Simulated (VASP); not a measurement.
```
CELL_PARAMETERS angstrom
      3.89734     0.00000     0.00000
      0.00000     3.89734     0.00000
      0.00000     0.00000     3.89734
ATOMIC_POSITIONS crystal
  Dy 0.00000 0.00000 0.00000
  Bi 0.50000 0.50000 0.50000
```

The base run (VASP): PBE GGA, plane waves, VASP's PBE PAW potentials (set 64). Numerical set-up: 400 eV cut-off, 9×9×9 Γ-centred mesh, first-order Methfessel-Paxton smearing of 0.10 eV, potentials Dy_3 Bi_d.

The 4f electrons are frozen in the core of the lanthanide potential, so 4f levels, which can set the real gap, and their magnetism are missing.

One setting is varied; ΔE counts from the base run. The base run took about 20 core-seconds. The timings are rough (shared machines, no repeats); factors under 2 mean little.

Pressures at a finite cut-off, here 400 eV, hold a Pulay part, which wasn't tested here.

| setting | cost over the base run | electronic steps | ΔE (meV/atom) | pressure (GPa) |
|---|---|---|---|---|
| base run | reference | 12 | 0.0 | -0.64 |
| SYMPREC = 1E-3 | within a factor of 2 | 12 | 0.0 | -0.64 |
| ISYM = 1 | within a factor of 2 | 12 | 0.0 | -0.64 |
| ISYM = 0 | about 10 times | 12 | 0.0 | -0.64 |
| ISYM = -1 | about 20 times | 12 | 0.0 | -0.64 |

Left out are runs that failed, have no time on record or changed the cell.

The structure was generated: DyBi was put into the CsCl type (Pm-3m), which need not be its known phase. The cell was not relaxed at this level.
